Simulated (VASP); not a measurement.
These are r2SCAN meta-GGA with spin-orbit coupling, VASP's PBE PAW potentials (set 64) (plane waves; VASP) values and carry that method's errors.

A VASP calculation is set up with these files.

KPOINTS_OPT:
```
k-points along high-symmetry lines
8
Line-mode
Reciprocal
  0.000000   0.000000   0.000000 ! GAMMA
  0.500000   0.000000   0.500000 ! X

  0.500000   0.000000   0.500000 ! X
  0.625000   0.250000   0.625000 ! U

  0.375000   0.375000   0.750000 ! K
  0.000000   0.000000   0.000000 ! GAMMA

  0.000000   0.000000   0.000000 ! GAMMA
  0.500000   0.500000   0.500000 ! L

  0.500000   0.500000   0.500000 ! L
  0.500000   0.250000   0.750000 ! W

  0.500000   0.250000   0.750000 ! W
  0.500000   0.000000   0.500000 ! X
```

### KPOINTS
```
Automatic mesh
0
Gamma
5 5 5
0 0 0
```

**INCAR**
```
ALGO = Normal
EDIFF = 1E-6
ENCUT = 400
GGA_COMPAT = F
ISMEAR = 0
LASPH = T
LCHARG = F
LMAXMIX = 4
LMIXTAU = T
LREAL = F
LSORBIT = T
LWAVE = F
MAGMOM = 9*0
METAGGA = R2SCAN
NELM = 100
PREC = Accurate
SIGMA = 0.05
SYSTEM = SrCl2
```

File POSCAR:
```
SrCl2
1
    0.0000000000     3.4979229564     3.4979229564
    3.4979229564     0.0000000000     3.4979229564
    3.4979229564     3.4979229564     0.0000000000
Sr Cl
1 2
Direct
  0.0000000000   0.0000000000   0.0000000000
  0.2500000000   0.2500000000   0.2500000000
  0.7500000000   0.7500000000   0.7500000000
```

POTCAR, in this order: Sr_sv Cl (PBE.64 set). Program: vasp_ncl.

What VASP printed:

File OSZICAR:
```
       N       E                     dE             d eps       ncg     rms          rms(c)
DAV:   1     0.120258642408E+03    0.12026E+03   -0.98412E+03   640   0.112E+03
DAV:   2    -0.301248940642E+02   -0.15038E+03   -0.14431E+03   864   0.256E+02
DAV:   3    -0.421890118672E+02   -0.12064E+02   -0.12002E+02   960   0.698E+01
DAV:   4    -0.426291224215E+02   -0.44011E+00   -0.43857E+00   984   0.122E+01
DAV:   5    -0.426443008683E+02   -0.15178E-01   -0.15176E-01   896   0.171E+00    0.161E+01
DAV:   6    -0.361544609085E+02    0.64898E+01   -0.22892E+00  1000   0.116E+01    0.107E+01
DAV:   7    -0.343210800150E+02    0.18334E+01   -0.94539E-01   848   0.988E+00    0.571E+00
DAV:   8    -0.357099690712E+02   -0.13889E+01   -0.67016E-01   840   0.695E+00    0.147E+00
DAV:   9    -0.355938393910E+02    0.11613E+00   -0.15135E-01   872   0.429E+00    0.112E+00
DAV:  10    -0.357529160433E+02   -0.15908E+00   -0.95635E-02   680   0.343E+00    0.798E-01
DAV:  11    -0.357500860425E+02    0.28300E-02   -0.12568E-02  1008   0.742E-01    0.616E-01
DAV:  12    -0.357517820389E+02   -0.16960E-02   -0.56829E-03   800   0.518E-01    0.532E-01
DAV:  13    -0.357588636383E+02   -0.70816E-02   -0.35810E-03   720   0.710E-01    0.267E-01
DAV:  14    -0.357701790017E+02   -0.11315E-01   -0.24677E-03   816   0.544E-01    0.496E-02
DAV:  15    -0.357702199287E+02   -0.40927E-04   -0.10520E-04   880   0.873E-02    0.308E-02
DAV:  16    -0.357700852891E+02    0.13464E-03   -0.12357E-04   728   0.116E-01    0.200E-02
DAV:  17    -0.357702358332E+02   -0.15054E-03   -0.94157E-05   720   0.101E-01    0.987E-03
DAV:  18    -0.357702383695E+02   -0.25363E-05   -0.35347E-06   768   0.205E-02    0.512E-03
DAV:  19    -0.357702383368E+02    0.32661E-07   -0.63408E-08   528   0.234E-03
   1 F= -.35770238E+02 E0= -.35770238E+02  d E =-.976690E-18  mag=    -0.0000     0.0000    -0.0000
       N       E                     dE             ncg
       N       E                     dE             ncg
       N       E                     dE             ncg
       N       E                     dE             ncg
       N       E                     dE             ncg
```

### OUTCAR
```
------------------------ aborting loop because EDIFF is reached ----------------------------------------
  FORCE on cell =-STRESS in cart. coord.  units (eV):
  Direction    XX          YY          ZZ          XY          YZ          ZX
  --------------------------------------------------------------------------------------
  Total       -0.0108545     -0.0108545     -0.0108545      0.0000000      0.0000000      0.0000000
  in kB       -0.2031697     -0.2031697     -0.2031697      0.0000000      0.0000000      0.0000000
  external PRESSURE =      -0.2031697 kB  Pullay stress =       0.0000000 kB
  volume of cell :       85.60
      direct lattice vectors                 reciprocal lattice vectors
     0.000000000  3.497922956  3.497922956    -0.142941970  0.142941970  0.142941970
     3.497922956  0.000000000  3.497922956     0.142941970 -0.142941970  0.142941970
     3.497922956  3.497922956  0.000000000     0.142941970  0.142941970 -0.142941970
 POSITION                                       TOTAL-FORCE (eV/Angst)
 -----------------------------------------------------------------------------------
      0.00000      0.00000      0.00000         0.000000      0.000000      0.000000
      1.74896      1.74896      1.74896         0.000000     -0.000000     -0.000000
      5.24688      5.24688      5.24688        -0.000000      0.000000      0.000000
 -----------------------------------------------------------------------------------
    total drift:                               -0.000000     -0.000000     -0.000000
  FREE ENERGIE OF THE ION-ELECTRON SYSTEM (eV)
  ---------------------------------------------------
  free  energy   TOTEN  =       -35.7702383368 eV

  energy  without entropy=      -35.7702383368  energy(sigma->0) =      -35.77023834

 Ion:    1  E_soc:     -0.1606235

 Ion:    2  E_soc:     -0.0027581

 Ion:    3  E_soc:     -0.0027581
```
(Selected blocks of OUTCAR.)

The compound is SrCl2 in the fluorite structure. It was relaxed first.
